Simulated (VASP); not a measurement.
Given:

```
Li2S
1.0
    0.00000     2.75733     2.75733
    2.75733     0.00000     2.75733
    2.75733     2.75733     0.00000
Li S
2 1
Direct
  0.25000   0.25000   0.25000
  0.75000   0.75000   0.75000
  0.00000   0.00000   0.00000
```

Method: PBE GGA with D3 dispersion (Becke-Johnson damping), VASP's PBE PAW potentials (set 64) (plane waves; VASP). Run with 520 eV cut-off, 7×7×7 Γ-centred mesh, Gaussian smearing of 0.050 eV, potentials Li_sv S.

Task: The job: Li2S (antifluorite), 3 atoms, PBE-D3(BJ), static run, 520 eV, 7×7×7 Γ-centred mesh. Roughly how much core time does it take on a busy server core?

Result: About 20 core-seconds (one run on a shared machine, a rough figure). It had 20 irreducible k-points, 10 bands, up to 1143 plane waves and 15 electronic steps.

The compound is Li2S in the antifluorite structure. This cell is one point of a volume scan, at 0.97 of the reference volume.
